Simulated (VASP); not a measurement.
Method: PBE GGA, VASP's PBE PAW potentials (set 64) (plane waves; VASP).

VASP ran on this input.

### POSCAR
```
AlGa3As4
1
    5.7369533981     0.0000000000     0.0000000000
    0.0000000000     5.7369533981     0.0000000000
    0.0000000000     0.0000000000     5.7369533981
Ga As Al
3 4 1
Direct
  0.0000000000   0.0000000000   0.0000000000
  0.5000000000   0.5000000000   0.0000000000
  0.5000000000   0.0000000000   0.5000000000
  0.2494179538   0.2505820462   0.2505820462
  0.7505820462   0.7494179538   0.2505820462
  0.7505820462   0.2505820462   0.7494179538
  0.2494179538   0.7494179538   0.7494179538
  0.0000000000   0.5000000000   0.5000000000
```

File KPOINTS:
```
k-points along high-symmetry lines
15
Line-mode
Reciprocal
  0.000000   0.000000   0.000000 ! GAMMA
  0.000000   0.500000   0.000000 ! X

  0.000000   0.500000   0.000000 ! X
  0.500000   0.500000   0.000000 ! M

  0.500000   0.500000   0.000000 ! M
  0.000000   0.000000   0.000000 ! GAMMA

  0.000000   0.000000   0.000000 ! GAMMA
  0.500000   0.500000   0.500000 ! R

  0.500000   0.500000   0.500000 ! R
  0.000000   0.500000   0.000000 ! X

  0.500000   0.500000   0.500000 ! R
  0.500000   0.500000   0.000000 ! M
```

### INCAR
```
LASPH = T   ! aspherical one-centre terms
GGA = PE
ISMEAR = 0
ICHARG = 11   ! fixed density
LREAL = F   ! projection in real space or not
ALGO = Normal   ! blocked Davidson
SYSTEM = AlGa3As4
PREC = Accurate
EDIFF = 1E-6   ! SCF stop (eV)
LMAXMIX = 4
LCHARG = F
NELM = 100
SIGMA = 0.05
LWAVE = F
ENCUT = 400
```

POTCAR, in this order: Ga_d As Al (PBE.64 set). Program: vasp_std. Read from the step before: CHGCAR.

The run wrote:

OUTCAR:
```
 ion  position               nearest neighbor table
   1  0.000  0.000  0.000-   4 2.49   5 2.49   6 2.49   7 2.49
   2  0.500  0.500  0.000-   4 2.49   5 2.49   6 2.49   7 2.49
   3  0.500  0.000  0.500-   4 2.49   5 2.49   6 2.49   7 2.49
   4  0.249  0.251  0.251-   8 2.48   2 2.49   3 2.49   1 2.49
   5  0.751  0.749  0.251-   8 2.48   2 2.49   3 2.49   1 2.49
   6  0.751  0.251  0.749-   8 2.48   2 2.49   3 2.49   1 2.49
   7  0.249  0.749  0.749-   8 2.48   2 2.49   3 2.49   1 2.49
   8  0.000  0.500  0.500-   4 2.48   5 2.48   6 2.48   7 2.48
  LATTYP: Found a simple cubic cell.
 ALAT       =     5.7369533981
 Subroutine PRICEL returns:
 Original cell was already a primitive cell.
 Subroutine GETGRP returns: Found 24 space group operations
The static configuration has the point symmetry D_2d.
 The point group associated with its full space group is T_d .
The dynamic configuration has the point symmetry D_2d.
 Subroutine INISYM returns: Found 24 space group operations
   k-points           NKPTS =     90   k-points in BZ     NKDIM =     90   number of bands    NBANDS=     37
   number of dos      NEDOS =    301   number of ions     NIONS =      8
   total plane-waves  NPLWV =  64000
   dimension x,y,z NGX =    40 NGY =   40 NGZ =   40
   dimension x,y,z NGXF=    80 NGYF=   80 NGZF=   80
   ions per type =               3   4   1
   PREC   = accura    normal or accurate (medium, high low for compatibility)
   ISTART =      0    job   : 0-new  1-cont  2-samecut
   ICHARG =     11    charge: 1-file 2-atom 10-const
   ISPIN  =      1    spin polarized calculation?
   LNONCOLLINEAR =      F non collinear calculations
   LSORBIT =      F    spin-orbit coupling
   INIWAV =      1    electr: 0-lowe 1-rand  2-diag
   ENCUT  =  400.0 eV  29.40 Ry    5.42 a.u.   9.36  9.36  9.36*2*pi/ulx,y,z
   NELM   =    100;   NELMIN=  2; NELMDL= -5     # of ELM steps
   EDIFF  = 0.1E-05   stopping-criterion for ELM
   LREAL  =      F    real-space projection
   NLSPLINE    = F    spline interpolate recip. space projectors
   LMAXMIX     =    4 max onsite mixed and CHGCAR
   VOSKOWN=      0    Vosko Wilk Nusair interpolation
   EDIFFG = 0.1E-04   stopping-criterion for IOM
   NSW    =      0    number of steps for IOM
   NBLOCK =      1;   KBLOCK =      1    inner block; outer block
   IBRION =     -1    ionic relax: 0-MD 1-quasi-New 2-CG
   NFREE  =      0    steps in history (QN), initial steepest desc. (CG)
   ISIF   =      2    stress and relaxation
   ISYM   =      2    0-nonsym 1-usesym 2-fastsym
   TEIN   =    0.0    initial temperature
   TEBEG  =    0.0;   TEEND  =   0.0 temperature during run
   SMASS  =  -3.00    Nose mass-parameter (am)
   PSTRESS=    0.0 pullay stress
   NELECT =      62.0000    total number of electrons
   EFERMI =   0.00;   METHOD = LEGACY
   ISMEAR =     0;   SIGMA  =   0.05  broadening in eV -4-tet -1-fermi 0-gaus
   IALGO  =     38    algorithm
   LDIAG  =      T    sub-space diagonalisation (order eigenvalues)
   IMIX   =      4    mixing-type and parameters
     AMIX     =   0.40;   BMIX     =  1.00
     AMIX_MAG =   1.60;   BMIX_MAG =  1.00
     AMIN     =   0.10
   GGA     = PE    functional components
   VOSKOWN =     0    Vosko Wilk Nusair interpolation
   LHFCALC =     F    Hartree Fock is set to
   LHFONE  =     F    Hartree Fock one center treatment
   AEXX    =    0.0000 exact exchange contribution
   IVDW    =     0    specifies the selected vdW correction
   LEPSILON=     F    determine dielectric tensor
   LRPA    =     F    only Hartree local field effects (RPA)
  energy-cutoff  :      400.00
  volume of cell :      188.82
      direct lattice vectors                 reciprocal lattice vectors
     5.736953398  0.000000000  0.000000000     0.174308545  0.000000000  0.000000000
     0.000000000  5.736953398  0.000000000     0.000000000  0.174308545  0.000000000
     0.000000000  0.000000000  5.736953398     0.000000000  0.000000000  0.174308545
 k-point     1 :   0.0000 0.0000 0.0000  plane waves:    3407
 k-point     2 :   0.0000 0.0357 0.0000  plane waves:    3407
 k-point     3 :   0.0000 0.0714 0.0000  plane waves:    3419
...
```

### OSZICAR
```
       N       E                     dE             d eps       ncg     rms          rms(c)
DAV:   1     0.440836738006E+03    0.44084E+03   -0.24520E+04  6935   0.182E+03
DAV:   2     0.305755960278E+02   -0.41026E+03   -0.39921E+03  7446   0.463E+02
DAV:   3    -0.289842815723E+02   -0.59560E+02   -0.56562E+02  7811   0.139E+02
DAV:   4    -0.322874370043E+02   -0.33032E+01   -0.32154E+01  8165   0.324E+01
DAV:   5    -0.323826962473E+02   -0.95259E-01   -0.94907E-01  8408   0.523E+00
DAV:   6    -0.323870224333E+02   -0.43262E-02   -0.43226E-02 10094   0.108E+00
DAV:   7    -0.323870837638E+02   -0.61330E-04   -0.61305E-04  8730   0.113E-01
DAV:   8    -0.323870867298E+02   -0.29661E-05   -0.29659E-05  9573   0.228E-02
DAV:   9    -0.323870867884E+02   -0.58544E-07   -0.58340E-07  5799   0.314E-03
   1 F= -.32387087E+02 E0= -.32387087E+02  d E =-.138937E-10
```

File OUTCAR:
```
 val. band max:        3.5228938334   @ k =   0.0000   0.0000   0.0000

 cond. band min:       4.0791962687   @ k =   0.0000   0.0000   0.0000



 k-point     1 :       0.0000    0.0000    0.0000
  band No.  band energies     occupation
      1     -11.1741      2.00000
      2     -11.1741      2.00000
      3     -11.1741      2.00000
      4     -11.0948      2.00000
      5     -11.0948      2.00000
      6     -11.0948      2.00000
      7     -11.0673      2.00000
      8     -11.0673      2.00000
      9     -11.0673      2.00000
     10     -11.0612      2.00000
     11     -11.0529      2.00000
     12     -11.0529      2.00000
     13     -11.0356      2.00000
     14     -11.0356      2.00000
     15     -11.0304      2.00000
     16      -8.6932      2.00000
     17      -6.4927      2.00000
     18      -6.4927      2.00000
     19      -6.4927      2.00000
     20      -2.9866      2.00000
     21      -2.9866      2.00000
     22      -2.2871      2.00000
     23       1.1174      2.00000
     24       1.1174      2.00000
     25       1.1174      2.00000
     26       1.1208      2.00000
     27       1.1208      2.00000
     28       1.1208      2.00000
     29       3.5229      2.00000
     30       3.5229      2.00000
     31       3.5229      2.00000
     32       4.0792      0.00000
     33       5.0805      0.00000
     34       5.0805      0.00000
     35       5.0806      0.00000
     36       5.1125      0.00000
     37       5.1126      0.00000

 k-point     2 :       0.0000    0.0357    0.0000
  band No.  band energies     occupation
      1     -11.1740      2.00000
      2     -11.1740      2.00000
      3     -11.1739      2.00000
      4     -11.0950      2.00000
      5     -11.0948      2.00000
      6     -11.0948      2.00000
      7     -11.0675      2.00000
      8     -11.0675      2.00000
      9     -11.0673      2.00000
     10     -11.0612      2.00000
     11     -11.0529      2.00000
     12     -11.0528      2.00000
...
```

The density is held fixed in this step, so its total energy and stress have no physical meaning.

The structure was generated: AlGa3As4 was put into an ordered model structure (P-43m), which need not be its known phase. It was relaxed first.
